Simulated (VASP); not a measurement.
**CaPtS3: single point with PBE**

Crystal: CaPtS3.

```xyz
5
Lattice="4.7686 0.0000 0.0000 0.0000 4.7686 0.0000 0.0000 0.0000 4.7686" Properties=species:S:1:pos:R:3 pbc="T T T"
Ca    2.3843    2.3843    2.3843
Pt    0.0000    0.0000    0.0000
S     2.3843    0.0000    0.0000
S     0.0000    2.3843    0.0000
S     0.0000    0.0000    2.3843
```

The cell was built by a generator and needn't be a form met in nature.

```
Program             : VASP 6.6.1
Task                : single point
Functional          : PBE
Potentials or basis : VASP PAW PBE potentials, release 64 (Ca_sv, Pt, S)
Cutoff              : 520 eV
k mesh              : 8 × 8 × 8
Occupations         : gaussian, width 0.1 eV
Spin                : no spin polarisation
```

The pressure is -0.1 GPa. The band gap on the k mesh is none (metal or under the smearing width).

Levels at points of the mesh, in eV from the Fermi level:
| k point | band 15 | band 16 | band 17 | band 18 | band 19 | band 20 | band 21 | band 22 | band 23 | band 24 |
| --- | --- | --- | --- | --- | --- | --- | --- | --- | --- | --- |
| (0.00, 0.00, 0.00) | -1.84 | -1.04 | -1.04 | -1.04 | -0.48 | -0.48 | -0.48 | 1.43 | 3.06 | 3.06 |
| (0.50, 0.00, 0.00) | -1.80 | -1.80 | -0.78 | -0.78 | -0.02 | -0.02 | 0.13 | 3.73 | 3.93 | 4.42 |
| (0.50, 0.50, 0.00) | -1.98 | -0.96 | -0.82 | -0.16 | -0.16 | 0.25 | 3.97 | 4.10 | 4.71 | 4.88 |
| (0.50, 0.50, 0.50) | -0.57 | -0.57 | 0.37 | 0.37 | 0.37 | 2.74 | 3.80 | 3.80 | 3.80 | 4.34 |

Wall time 67 s on 1 thread of Intel(R) Xeon(R) 6975P-C (Granite Rapids), on a shared host, peak memory 0.27 GiB.

The run has no spin-orbit coupling, so splittings on Pt are missing.
